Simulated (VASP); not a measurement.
OSZICAR of a VASP run on MgI₂ (1T layered):

File OSZICAR:
```
       N       E                     dE             d eps       ncg     rms          rms(c)
DAV:   1     0.827164418407E+02    0.82716E+02   -0.56480E+03   408   0.102E+03
DAV:   2    -0.105220617829E+01   -0.83769E+02   -0.77309E+02   576   0.159E+02
DAV:   3    -0.776034170978E+01   -0.67081E+01   -0.66819E+01   496   0.510E+01
DAV:   4    -0.790511054698E+01   -0.14477E+00   -0.14469E+00   568   0.919E+00
DAV:   5    -0.790784251529E+01   -0.27320E-02   -0.27318E-02   536   0.126E+00    0.377E+00
DAV:   6    -0.776656166642E+01    0.14128E+00   -0.16671E-01   456   0.222E+00    0.263E+00
DAV:   7    -0.773936335827E+01    0.27198E-01   -0.15245E-01   460   0.218E+00    0.754E-01
DAV:   8    -0.773749170332E+01    0.18717E-02   -0.10752E-02   480   0.628E-01    0.242E-01
DAV:   9    -0.773763816901E+01   -0.14647E-03   -0.10771E-03   496   0.240E-01    0.964E-02
DAV:  10    -0.773762570873E+01    0.12460E-04   -0.31757E-05   516   0.482E-02    0.463E-02
DAV:  11    -0.773762977797E+01   -0.40692E-05   -0.15761E-05   456   0.305E-02    0.272E-02
DAV:  12    -0.773763056794E+01   -0.78997E-06   -0.92052E-07   392   0.702E-03
   1 F= -.77376306E+01 E0= -.77376306E+01  d E =-.326410E-11
```

Task: Which electronic solver shows in the log?

Result: It is blocked Davidson (ALGO = Normal, or the opening steps of other solvers). The INCAR had ALGO = Normal.

Task: Can the final energy be trusted as converged?

Result: Self-consistency was reached. It stopped with EDIFF = 1E-6, NELM = 100 (PBE GGA, plane waves, VASP's PBE PAW potentials (set 64)). Without a dispersion term in the relaxation, distances and binding between the weakly bound layers, chains or molecules are unreliable, and so is what depends on them.

The compound is MgI2 in the 1T layered structure. It was relaxed first, which changed the volume by +13 %.
